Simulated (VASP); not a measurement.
Output of a VASP run:

File OUTCAR:
```
 ion  position               nearest neighbor table
   1  0.500  0.000  0.726-   4 2.52   4 2.52   3 2.69   3 2.69
   2  0.000  0.500  0.274-   4 2.52   4 2.52   3 2.69   3 2.69
   3  0.000  0.000  0.000-   1 2.69   2 2.69   2 2.69   1 2.69
   4  0.500  0.500  0.500-   1 2.52   2 2.52   1 2.52   2 2.52
  LATTYP: Found a simple tetragonal cell.
 ALAT       =     4.2380982040
 C/A-ratio  =     1.4221229637
 Subroutine PRICEL returns:
 Original cell was already a primitive cell.
 Subroutine GETGRP returns: Found  8 space group operations
The static configuration has the point symmetry D_2d.
The dynamic configuration has the point symmetry D_2d.
 Subroutine INISYM returns: Found  8 space group operations
 Subroutine IBZKPT returns following result:
 Found     60 irreducible k-points:

 Following reciprocal coordinates:
            Coordinates               Weight
  0.000000  0.000000  0.000000      1.000000
  0.125000  0.000000  0.000000      4.000000
  0.250000  0.000000  0.000000      4.000000
  0.375000  0.000000  0.000000      4.000000
  0.500000  0.000000  0.000000      2.000000
  0.125000  0.125000  0.000000      4.000000
  0.250000  0.125000  0.000000      8.000000
  0.375000  0.125000  0.000000      8.000000
  0.500000  0.125000  0.000000      4.000000
  0.250000  0.250000  0.000000      4.000000
  0.375000  0.250000  0.000000      8.000000
  0.500000  0.250000  0.000000      4.000000
  0.375000  0.375000  0.000000      4.000000
  0.500000  0.375000  0.000000      4.000000
  0.500000  0.500000  0.000000      1.000000
  0.000000  0.000000  0.166667      2.000000
  0.125000  0.000000  0.166667      8.000000
  0.250000  0.000000  0.166667      8.000000
  0.375000  0.000000  0.166667      8.000000
  0.500000  0.000000  0.166667      4.000000
  0.125000  0.125000  0.166667      8.000000
  0.250000  0.125000  0.166667     16.000000
  0.375000  0.125000  0.166667     16.000000
  0.500000  0.125000  0.166667      8.000000
  0.250000  0.250000  0.166667      8.000000
  0.375000  0.250000  0.166667     16.000000
  0.500000  0.250000  0.166667      8.000000
  0.375000  0.375000  0.166667      8.000000
  0.500000  0.375000  0.166667      8.000000
  0.500000  0.500000  0.166667      2.000000
  0.000000  0.000000  0.333333      2.000000
  0.125000  0.000000  0.333333      8.000000
  0.250000  0.000000  0.333333      8.000000
  0.375000  0.000000  0.333333      8.000000
  0.500000  0.000000  0.333333      4.000000
  0.125000  0.125000  0.333333      8.000000
  0.250000  0.125000  0.333333     16.000000
  0.375000  0.125000  0.333333     16.000000
  0.500000  0.125000  0.333333      8.000000
  0.250000  0.250000  0.333333      8.000000
   k-points           NKPTS =     60   k-points in BZ     NKDIM =     60   number of bands    NBANDS=     27
   number of dos      NEDOS =    601   number of ions     NIONS =      4
   total plane-waves  NPLWV =  31360
   dimension x,y,z NGX =    28 NGY =   28 NGZ =   40
   dimension x,y,z NGXF=    56 NGYF=   56 NGZF=   80
   ions per type =               2   1   1
   PREC   = accura    normal or accurate (medium, high low for compatibility)
   ISTART =      0    job   : 0-new  1-cont  2-samecut
   ICHARG =      2    charge: 1-file 2-atom 10-const
   ISPIN  =      1    spin polarized calculation?
   LNONCOLLINEAR =      F non collinear calculations
   LSORBIT =      F    spin-orbit coupling
   INIWAV =      1    electr: 0-lowe 1-rand  2-diag
   ENCUT  =  400.0 eV  29.40 Ry    5.42 a.u.   6.91  6.91  9.83*2*pi/ulx,y,z
   NELM   =    100;   NELMIN=  2; NELMDL= -5     # of ELM steps
   EDIFF  = 0.1E-06   stopping-criterion for ELM
   LREAL  =      F    real-space projection
   NLSPLINE    = F    spline interpolate recip. space projectors
   LMAXMIX     =    4 max onsite mixed and CHGCAR
   VOSKOWN=      0    Vosko Wilk Nusair interpolation
   EDIFFG = 0.1E-05   stopping-criterion for IOM
...
```

File OSZICAR:
```
       N       E                     dE             d eps       ncg     rms          rms(c)
DAV:   1     0.271937150685E+03    0.27194E+03   -0.20704E+04  3243   0.212E+03
DAV:   2    -0.615890269824E+02   -0.33353E+03   -0.32838E+03  3376   0.490E+02
DAV:   3    -0.101820949752E+03   -0.40232E+02   -0.39481E+02  3749   0.162E+02
DAV:   4    -0.103501969104E+03   -0.16810E+01   -0.16701E+01  4026   0.343E+01
DAV:   5    -0.103559495951E+03   -0.57527E-01   -0.57479E-01  4737   0.588E+00    0.368E+00
DAV:   6    -0.990696767157E+02    0.44898E+01   -0.18206E+00  3986   0.200E+01    0.195E+00
DAV:   7    -0.952682251653E+02    0.38015E+01   -0.71698E-01  3396   0.702E+00    0.124E+00
DAV:   8    -0.966321268234E+02   -0.13639E+01   -0.73482E-01  3318   0.591E+00    0.347E-01
DAV:   9    -0.967645355824E+02   -0.13241E+00   -0.11668E-01  3512   0.194E+00    0.289E-01
DAV:  10    -0.967584436293E+02    0.60920E-02   -0.32097E-02  3487   0.154E+00    0.189E-01
DAV:  11    -0.965499619913E+02    0.20848E+00   -0.14418E-01  3252   0.235E+00    0.103E-01
DAV:  12    -0.967701753689E+02   -0.22021E+00   -0.82602E-02  3267   0.155E+00    0.105E-01
DAV:  13    -0.967693649130E+02    0.81046E-03   -0.22076E-03  3696   0.364E-01    0.883E-02
DAV:  14    -0.967697784522E+02   -0.41354E-03   -0.59442E-04  3386   0.225E-01    0.322E-02
DAV:  15    -0.967715007668E+02   -0.17223E-02   -0.66019E-04  3411   0.207E-01    0.161E-02
DAV:  16    -0.967718839351E+02   -0.38317E-03   -0.22743E-04  3360   0.141E-01    0.118E-02
DAV:  17    -0.967721533760E+02   -0.26944E-03   -0.48093E-05  3620   0.564E-02    0.378E-03
DAV:  18    -0.967722000641E+02   -0.46688E-04   -0.21827E-05  3414   0.359E-02    0.352E-03
DAV:  19    -0.967721986776E+02    0.13865E-05   -0.15569E-05  3504   0.329E-02    0.185E-03
DAV:  20    -0.967722117420E+02   -0.13064E-04   -0.83809E-06  3369   0.193E-02    0.946E-04
DAV:  21    -0.967722120177E+02   -0.27566E-06   -0.42642E-07  3333   0.591E-03    0.733E-04
DAV:  22    -0.967722120805E+02   -0.62873E-07   -0.12127E-07  2380   0.234E-03
   1 F= -.96772212E+02 E0= -.96772212E+02  d E =0.000000E+00
       N       E                     dE             ncg
```

File OUTCAR:
```
------------------------ aborting loop because EDIFF is reached ----------------------------------------
  FORCE on cell =-STRESS in cart. coord.  units (eV):
  Direction    XX          YY          ZZ          XY          YZ          ZX
  --------------------------------------------------------------------------------------
  Total       -0.0016516     -0.0016516      0.0549798      0.0000000      0.0000000     -0.0000000
  in kB       -0.0244437     -0.0244437      0.8136984      0.0000000      0.0000000     -0.0000000
  external PRESSURE =       0.2549370 kB  Pullay stress =       0.0000000 kB
  volume of cell :      108.26
      direct lattice vectors                 reciprocal lattice vectors
     4.238098204  0.000000000  0.000000000     0.235954891  0.000000000  0.000000000
     0.000000000  4.238098204  0.000000000     0.000000000  0.235954891  0.000000000
     0.000000000  0.000000000  6.027096778     0.000000000  0.000000000  0.165917362
 POSITION                                       TOTAL-FORCE (eV/Angst)
 -----------------------------------------------------------------------------------
      2.11905      0.00000      4.37379        -0.000000      0.000000     -0.006746
      0.00000      2.11905      1.65331         0.000000      0.000000      0.006746
      0.00000      0.00000      0.00000        -0.000000      0.000000      0.000000
      2.11905      2.11905      3.01355        -0.000000     -0.000000      0.000000
 -----------------------------------------------------------------------------------
    total drift:                               -0.000000     -0.000000     -0.000000
  FREE ENERGIE OF THE ION-ELECTRON SYSTEM (eV)
  ---------------------------------------------------
  free  energy   TOTEN  =       -96.7722120805 eV

  energy  without entropy=      -96.7722120805  energy(sigma->0) =      -96.77221208

 total charge

# of ion       s       p       d       tot
------------------------------------------
    1        0.878   0.732   9.973  11.582
    2        0.878   0.732   9.973  11.582
    3        1.410   1.674   9.896  12.980
    4        1.218   1.559   0.029   2.805
--------------------------------------------------
tot          4.384   4.696  29.870  38.950
```
(Selected blocks of OUTCAR.)

**POSCAR**
```
Ga2BiAs
1
    4.2380982040     0.0000000000     0.0000000000
    0.0000000000     4.2380982040     0.0000000000
   -0.0000000000     0.0000000000     6.0270967783
Ga Bi As
2 1 1
Direct
  0.5000000000   0.0000000000   0.7256871852
  0.0000000000   0.5000000000   0.2743128148
  0.0000000000   0.0000000000   0.0000000000
  0.5000000000   0.5000000000   0.5000000000
```

Write an INCAR and KPOINTS that could have produced this output.

This is not unique; one that fits is the input of the run itself, r2SCAN meta-GGA, plane waves, VASP's PBE PAW potentials (set 64).

File KPOINTS:
```
Automatic mesh
0
Gamma
8 8 6
0 0 0
```

KPOINTS_OPT:
```
k-points along high-symmetry lines
6
Line-mode
Reciprocal
  0.000000   0.000000   0.000000 ! GAMMA
  0.000000   0.500000   0.000000 ! X

  0.000000   0.500000   0.000000 ! X
  0.500000   0.500000   0.000000 ! M

  0.500000   0.500000   0.000000 ! M
  0.000000   0.000000   0.000000 ! GAMMA

  0.000000   0.000000   0.000000 ! GAMMA
  0.000000   0.000000   0.500000 ! Z

  0.000000   0.000000   0.500000 ! Z
  0.000000   0.500000   0.500000 ! R

  0.000000   0.500000   0.500000 ! R
  0.500000   0.500000   0.500000 ! A

  0.500000   0.500000   0.500000 ! A
  0.000000   0.000000   0.500000 ! Z

  0.000000   0.500000   0.000000 ! X
  0.000000   0.500000   0.500000 ! R

  0.500000   0.500000   0.000000 ! M
  0.500000   0.500000   0.500000 ! A
```

**INCAR**
```
LMIXTAU = .TRUE.
PREC = Accurate
NEDOS = 601
NELM = 100
LCHARG = .FALSE.
LMAXMIX = 4
ENCUT = 400   ! plane-wave cut-off (eV)
LORBIT = 11
ISMEAR = -5   ! tetrahedra, Bloechl
ALGO = Normal   ! blocked Davidson
EDIFF = 1E-7   ! SCF stop (eV)
LASPH = .TRUE.
ISIF = 2   ! forces and stress, cell fixed
METAGGA = R2SCAN
LWAVE = .FALSE.
LREAL = .FALSE.
SYSTEM = Ga2BiAs
```

POTCAR, in this order: Ga_d Bi_d As (PBE.64 set). Program: vasp_std.

For a metal the tetrahedron method with Blöchl corrections gives inexact stress and forces.

The structure comes from a computed database's Ga2BiAs entry (P-4m2); how it stands against other phases isn't given here. It was relaxed first.
